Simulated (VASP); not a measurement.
**Re: relaxation of cell and atoms with PBE+D3(BJ)**

Re:

```xyz
2
Lattice="2.7610 0.0000 0.0000 -1.3805 2.3911 0.0000 0.0000 0.0000 4.4560" Properties=species:S:1:pos:R:3 pbc="T T T"
Re    0.0000    1.5941    1.1140
Re    1.3805    0.7970    3.3420
```

* Program: VASP 6.6.1
* Task: relaxation of cell and atoms
* Functional: PBE
* Dispersion: D3(BJ)
* Potentials or basis: VASP PAW PBE potentials, release 64 (Re)
* Cutoff: 600 eV
* k mesh: 18 × 18 × 10
* Occupations: gaussian, width 0.1 eV
* Spin: no spin polarisation
* Further INCAR settings: ALGO = Normal; EDIFF = 1e-07; IBRION = 2; EDIFFG = -0.005; NSW = 90; ISIF = 3

```
Relaxed volume                         : 14.65 Å³/atom
Relaxed cell                           : a = 2.757 Å, b = 2.757 Å, c = 4.453 Å, α = 90.00°, β = 90.00°, γ = 120.00°
Space group after relaxing (to 0.05 Å) : P6_3/mmc (No. 194)
Energy gained by relaxing              : 0.3 meV/atom
Ionic steps                            : 6
Pressure after relaxing                : 0.0 GPa
Band gap on the k mesh                 : none (metal or under the smearing width)
Dispersion energy per atom             : -0.658 eV
```

The path:
```
step  energy change (eV)  largest force (eV/Å)  pressure (GPa)  volume (Å³)
   1              0.0000                0.0000           -1.50        29.42
   2              0.0088                0.0000            6.53        28.84
   3             -0.0006                0.0000            0.03        29.30
   4             -0.0006                0.0000            0.01        29.30
   5             -0.0006                0.0000           -0.03        29.31
   6             -0.0006                0.0000           -0.02        29.31
```

Final structure:
```cif
data_structure
_symmetry_space_group_name_H-M 'P 1'
_symmetry_Int_Tables_number 1
_cell_length_a 2.7566
_cell_length_b 2.7566
_cell_length_c 4.4534
_cell_angle_alpha 90.000
_cell_angle_beta 90.000
_cell_angle_gamma 120.000
_cell_volume 29.31
loop_
_atom_site_label
_atom_site_type_symbol
_atom_site_fract_x
_atom_site_fract_y
_atom_site_fract_z
_atom_site_occupancy
Re1 Re 0.33333 0.66667 0.25000 1
Re2 Re 0.66667 0.33333 0.75000 1
```

Levels at points of the mesh, in eV from the Fermi level:
```
           k point  band 4  band 5  band 6  band 7  band 8  band 9  band 10  band 11
(0.00, 0.00, 0.00)   -1.57   -1.57   -0.73   -0.73    0.21    0.21     0.64     3.40
(0.50, 0.00, 0.00)   -1.93   -1.72   -1.37   -0.59    4.01    4.41     4.55     6.11
(0.00, 0.00, 0.50)   -2.38   -1.70   -1.70   -1.70   -1.70    2.58     2.58     2.58
(0.50, 0.00, 0.50)   -4.10    0.41    0.41    0.95    0.95    4.32     4.32     4.82
```

It took 2.7 min on 1 thread of Intel(R) Xeon(R) Platinum 8488C (Sapphire Rapids) (shared host), peak memory 0.23 GiB.

Caveat: pairwise dispersion overbinds metals, which lowers pressure and volume. Spin-orbit coupling is left out, which matters for the levels of Re.
